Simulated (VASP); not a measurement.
```
CELL_PARAMETERS angstrom
      1.13651    -1.96849     0.00000
      1.13651     1.96849     0.00000
      0.00000     0.00000     3.55267
ATOMIC_POSITIONS crystal
  Be 0.33333 0.66667 0.25000
  Be 0.66667 0.33333 0.75000
```

These are optB88-vdW, VASP's PBE PAW potentials (set 64) (plane waves; VASP) values and carry that method's errors. Settings: 520 eV cut-off, 16×16×9 Γ-centred mesh, first-order Methfessel-Paxton smearing of 0.10 eV, potentials Be.

### Question
Estimate the energy per atom (σ→0), band gap (on the k-mesh) with the smallest direct gap where there is one.

### Answer

| Property | Value |
|---|---|
| band gap (on the k-mesh) | none (metal, semimetal or under 0.01 eV) |
| energy per atom (σ→0) | -3149 meV/atom |

Only differences to runs with the same potentials and settings are physical.

The compound is Be in the hcp structure. It was relaxed first. The start is the result of an earlier pass.
